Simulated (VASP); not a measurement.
These are HSE06 screened hybrid, VASP's PBE PAW potentials (set 64) (plane waves; VASP) values and carry that method's errors.

VASP input:

KPOINTS:
```
Automatic
0
Gamma
 10 10 10
0 0 0
```

**INCAR**
```
AEXX=0.25
ALGO=Normal
EDIFF=1E-6
ENCUT=520
GGA=PE
HFSCREEN=0.2
ISIF=2
ISMEAR=0
ISYM=3
LASPH=.TRUE.
LCHARG=.FALSE.
LHFCALC=.TRUE.
LREAL=.FALSE.
LWAVE=.FALSE.
NELM=60
PREC=Accurate
PRECFOCK=Fast
SIGMA=0.05
SYSTEM=C
```

### POSCAR
```
C
1.8044130
  0.0000000000   1.0000000570   1.0000000570
  1.0000000570   0.0000000000   1.0000000570
  1.0000000570   1.0000000570   0.0000000000
C
2
Direct
  0.0000000000   0.0000000000   0.0000000000
  0.2500000000   0.2500000000   0.2500000000
```

POTCAR, in this order: C (PBE.64 set). Program: vasp_std. Read from the step before: WAVECAR.

What VASP printed:

OSZICAR:
```
       N       E                     dE             d eps       ncg     rms          rms(c)
DAV:   1    -0.210517309527E+02   -0.21052E+02   -0.29827E-01   928   0.522E+00    0.719E-01
DAV:   2    -0.210520090014E+02   -0.27805E-03   -0.15036E-03   920   0.365E-01    0.442E-01
DAV:   3    -0.210513973073E+02    0.61169E-03   -0.48371E-04   808   0.204E-01    0.238E-01
DAV:   4    -0.210512348078E+02    0.16250E-03   -0.14270E-04   792   0.114E-01    0.128E-01
DAV:   5    -0.210511903443E+02    0.44464E-04   -0.35046E-05   840   0.581E-02    0.689E-02
DAV:   6    -0.210511772921E+02    0.13052E-04   -0.87124E-06   784   0.303E-02    0.363E-02
DAV:   7    -0.210511736963E+02    0.35958E-05   -0.19443E-06   784   0.148E-02    0.198E-02
DAV:   8    -0.210511726146E+02    0.10817E-05   -0.48087E-07   408   0.784E-03    0.109E-02
DAV:   9    -0.210511723051E+02    0.30949E-06   -0.15379E-07   376   0.496E-03
   1 F= -.21051172E+02 E0= -.21051172E+02  d E =-.381934E-16
```

**OUTCAR**
```
------------------------ aborting loop because EDIFF is reached ----------------------------------------
  FORCE on cell =-STRESS in cart. coord.  units (eV):
  Direction    XX          YY          ZZ          XY          YZ          ZX
  --------------------------------------------------------------------------------------
  Total       -1.6139527     -1.6139527     -1.6139527     -0.0000000     -0.0000000     -0.0000000
  in kB     -220.0713295   -220.0713295   -220.0713295     -0.0000000     -0.0000000     -0.0000000
  external PRESSURE =    -220.0713295 kB  Pullay stress =       0.0000000 kB
  volume of cell :       11.75
      direct lattice vectors                 reciprocal lattice vectors
     0.000000000  1.804413103  1.804413103    -0.277098409  0.277098409  0.277098409
     1.804413103  0.000000000  1.804413103     0.277098409 -0.277098409  0.277098409
     1.804413103  1.804413103  0.000000000     0.277098409  0.277098409 -0.277098409
 POSITION                                       TOTAL-FORCE (eV/Angst)
 -----------------------------------------------------------------------------------
      0.00000      0.00000      0.00000         0.000000      0.000000      0.000000
      0.90221      0.90221      0.90221        -0.000000     -0.000000     -0.000000
 -----------------------------------------------------------------------------------
    total drift:                                0.000000      0.000000     -0.000000
  FREE ENERGIE OF THE ION-ELECTRON SYSTEM (eV)
  ---------------------------------------------------
  free  energy   TOTEN  =       -21.0511723051 eV

  energy  without entropy=      -21.0511723051  energy(sigma->0) =      -21.05117231

  exchange ACFDT corr.  =         0.00000000  see jH, gK, PRB 81, 115126
```
(Selected blocks of OUTCAR.)

The compound is C in the diamond structure. This cell is one point of a volume scan, at 1.03 of the reference volume. The cell's shape comes from a PBE relaxation.
